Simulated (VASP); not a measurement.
Write the native input for VASP 6.6.1 that does the following.

```yaml
Task: single point
Functional: PBE
Potentials_or_basis: VASP PAW PBE potentials, release 64 (Os, F)
Cutoff: 520 eV
k_mesh: 6 × 6 × 4
Occupations: gaussian, width 0.1 eV
Spin: collinear spin, typed start
Starting_moments: "[1.0, 1.0, 0.0, 0.0] μB"
Dipole_correction: no
Further_INCAR_settings: ALGO = Fast; EDIFF = 1e-06; NBANDS = 27
```

The structure of OsF lies in POSCAR:

```
OsF
1.0
    3.7737516480      0.0000000000      0.0000000000
   -1.8868758240      3.2681647947      0.0000000000
    0.0000000000      0.0000000000      3.9739360849
Os F
2 2
Direct
    0.3333333333      0.6666666667      0.7500000000
    0.6666666667      0.3333333333      0.2500000000
    0.0000000000      0.0000000000      0.0000000000
    0.0000000000      0.0000000000      0.5000000000
```

The cell was built by a generator and needn't be a form met in nature.

These files were run (other wordings do the same):

INCAR

```
SYSTEM = OsF
ALGO     = Fast           ! electronic algorithm
EDIFF    = 1E-6           ! SCF threshold, eV
ENCUT    = 520            ! plane-wave cutoff, eV
GGA      = PE             ! functional
ISIF     = 2              ! what is computed and relaxed
ISMEAR   = 0              ! smearing method
ISPIN    = 2              ! spin polarisation
LASPH    = .TRUE.         ! aspherical terms in the spheres
LCHARG   = .FALSE.        ! write CHGCAR
LMAXMIX  = 4              ! l up to which the mixer works
LORBIT   = 11             ! projections on sites
LREAL    = .FALSE.        ! projectors in reciprocal space
LWAVE    = .FALSE.        ! write WAVECAR
MAGMOM   = 1 1 0 0        ! initial moments
NBANDS   = 27             ! bands
NELM     = 150            ! most SCF steps
PREC     = Accurate       ! precision mode
SIGMA    = 0.1            ! smearing width, eV
```

KPOINTS

```
k-points
0
G
  6 6 4
  0 0 0
```

Potentials or basis: VASP PAW PBE potentials, release 64 (Os, F).

Command:

```bash
$ cat potpaw_PBE.64/Os/POTCAR potpaw_PBE.64/F/POTCAR > POTCAR
$ mpirun -np 1 vasp_std > vasp.out
```

Results of the run:

- Pressure: -0.1 GPa
- Band gap on the k mesh: none (metal or under the smearing width)
- Net moment: 0.00 μB per cell
- Valence electrons inside the program's atomic spheres: Os 6.57; F 6.06

Caveat: the k mesh is coarse (spacing up to 0.40 Å⁻¹), so the values aren't converged.

It took 27 s on 1 thread of Intel(R) Xeon(R) 6975P-C (Granite Rapids) (shared host), peak memory 0.2 GiB.
